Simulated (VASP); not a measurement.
An input for Ansatz (written as the equivalent of a VASP run, and not itself run):

Ansatz 0.2 input:
```yaml
crystal:
  lattice:
    - [4.3500000, 0.0000000, 0.0000000]
    - [-2.1750000, 3.7672110, 0.0000000]
    - [0.0000000, 0.0000000, 7.2500000]
  atoms:
    - { symbol: In, position: [0.0000000, 0.0000000, 0.0000000] }
    - { symbol: In, position: [0.0000000, 0.0000000, 0.5000000] }
    - { symbol: Bi, position: [0.3333330, 0.6666670, 0.2500000] }
    - { symbol: Bi, position: [0.6666670, 0.3333330, 0.7500000] }
kpoints:
  mp_grid: { grid: [6, 6, 4] }
hamiltonian:
  xc: pbesol
  pseudopotentials: { kind: paw }
scf:
  occupations: { method: gaussian, width: 0.05 }
  max_iter: 100
relax:
  max_steps: 60
  f_tol: 0.01
  cell: {}
output: { forces: true, stress: true, eigenvalues: true }
```

Task: Translate this input to VASP (INCAR, KPOINTS, POSCAR, choice of POTCAR).

Result: Several could match; the one computed here: 
### INCAR
```
! general
SYSTEM   =  InBi
PREC     =  Accurate
ENCUT    =  400
LREAL    =  .False.
LASPH    =  .True.

! electronic loop
EDIFF    =  1E-6
NELM     =  100
ALGO     =  Normal
LMAXMIX  =  4

! smearing
ISMEAR   =  0
SIGMA    =  0.05

! functional
GGA      =  PS

! ions
IBRION   =  2
NSW      =  60
ISIF     =  3
EDIFFG   =  -0.01

! output
LWAVE    =  .False.
LCHARG   =  .False.
```

POSCAR:
```
InBi
1.0
  4.3500000000   0.0000000000   0.0000000000
 -2.1750000000   3.7672110000   0.0000000000
  0.0000000000   0.0000000000   7.2500000000
In Bi
2 2
Cart
  0.0000000000   0.0000000000   0.0000000000
  0.0000000000   0.0000000000   3.6250000000
 -0.0000021750   2.5114752557   1.8125000000
  2.1750021750   1.2557357443   5.4375000000
```

### KPOINTS
```
Automatic mesh
0
Gamma
6 6 4
0 0 0
```

POTCAR, in this order: In_d Bi_d (PBE.64 set). Program: vasp_std.

The two are equivalent in intent, not identical: each code has its own PAW files, so the cut-off isn't converted (ENCUT is set for VASP's; basis.ecutwfc is left out, and Ansatz then takes the one that its files recommend); Ansatz stops its SCF on the density residual and VASP on the energy change (EDIFF).

The structure was generated: InBi was put into the NiAs type type (P6_3/mmc), which need not be its known phase. This run relaxes it. Symmetry was kept, so distortions that lower it aren't found.
